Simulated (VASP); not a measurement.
Output of a VASP run:

OSZICAR:
```
       N       E                     dE             d eps       ncg     rms          rms(c)
DAV:   1     0.571078211231E+02    0.57108E+02   -0.48712E+03  4696   0.115E+03
DAV:   2    -0.660171673825E+00   -0.57768E+02   -0.57022E+02  4684   0.241E+02
DAV:   3    -0.250939889924E+01   -0.18492E+01   -0.18423E+01  5302   0.520E+01
DAV:   4    -0.254644047588E+01   -0.37042E-01   -0.37032E-01  5744   0.701E+00
DAV:   5    -0.254812474568E+01   -0.16843E-02   -0.16842E-02  5556   0.124E+00    0.261E+00
DAV:   6    -0.252247166333E+01    0.25653E-01   -0.43255E-02  5234   0.461E+00    0.132E+00
DAV:   7    -0.251621481317E+01    0.62569E-02   -0.14549E-02  5346   0.252E+00    0.272E-01
DAV:   8    -0.251572780160E+01    0.48701E-03   -0.74143E-04  5210   0.551E-01    0.338E-02
DAV:   9    -0.251573191067E+01   -0.41091E-05   -0.12826E-05  6514   0.482E-02    0.116E-02
DAV:  10    -0.251573244628E+01   -0.53561E-06   -0.70725E-07  2954   0.122E-02
   1 F= -.25157324E+01 E0= -.25082658E+01  d E =-.149332E-01
```

File OUTCAR:
```
------------------------ aborting loop because EDIFF is reached ----------------------------------------
  FORCE on cell =-STRESS in cart. coord.  units (eV):
  Direction    XX          YY          ZZ          XY          YZ          ZX
  --------------------------------------------------------------------------------------
  Total        0.7671054      0.7671054      0.6692763      0.0000000      0.0000000      0.0000000
  in kB       49.9511495     49.9511495     43.5808713      0.0000000      0.0000000      0.0000000
  external PRESSURE =      47.8277234 kB  Pullay stress =       0.0000000 kB
  volume of cell :       24.60
      direct lattice vectors                 reciprocal lattice vectors
    -1.592500000  1.592500000  2.425500000     0.000000000  0.313971743  0.206143063
     1.592500000 -1.592500000  2.425500000     0.313971743  0.000000000  0.206143063
     1.592500000  1.592500000 -2.425500000     0.313971743  0.313971743  0.000000000
 POSITION                                       TOTAL-FORCE (eV/Angst)
 -----------------------------------------------------------------------------------
      0.00000      0.00000      0.00000        -0.000000      0.000000     -0.000000
 -----------------------------------------------------------------------------------
    total drift:                                0.000000     -0.000000      0.000000
  FREE ENERGIE OF THE ION-ELECTRON SYSTEM (eV)
  ---------------------------------------------------
  free  energy   TOTEN  =        -2.5157324463 eV

  energy  without entropy=       -2.5007992059  energy(sigma->0) =       -2.50826583
```
(Selected blocks of OUTCAR.)

**POSCAR**
```
In
1
   -1.5925000000     1.5925000000     2.4255000000
    1.5925000000    -1.5925000000     2.4255000000
    1.5925000000     1.5925000000    -2.4255000000
In
1
Direct
  0.0000000000   0.0000000000   0.0000000000
```

Q: Write an INCAR and KPOINTS that could have produced this output.

A: One answer among several that fit: the input of the run itself, PBE GGA, plane waves, VASP's PBE PAW potentials (set 64).

### KPOINTS
```
Automatic mesh
0
G
  9 9 10
```

**INCAR**
```
# general
SYSTEM =In
PREC   =Accurate
ENCUT  =300
LREAL  =F
LASPH  =T

# electronic loop
EDIFF  =1E-6
NELM   =100
ALGO   =Normal
LMAXMIX=4

# smearing
ISMEAR =-1
SIGMA  =0.1

# functional
GGA    =PE

# ions
ISIF   =2

# output
LWAVE  =F
LCHARG =F
```

POTCAR, in this order: In_d (PBE.64 set). Program: vasp_std.

At this cut-off the stress carries a Pulay error, which pulls relaxed volumes low.

The structure is a typed In crystal. The cell was not relaxed at this level, and its volume differs by -5.9 % from the start's.
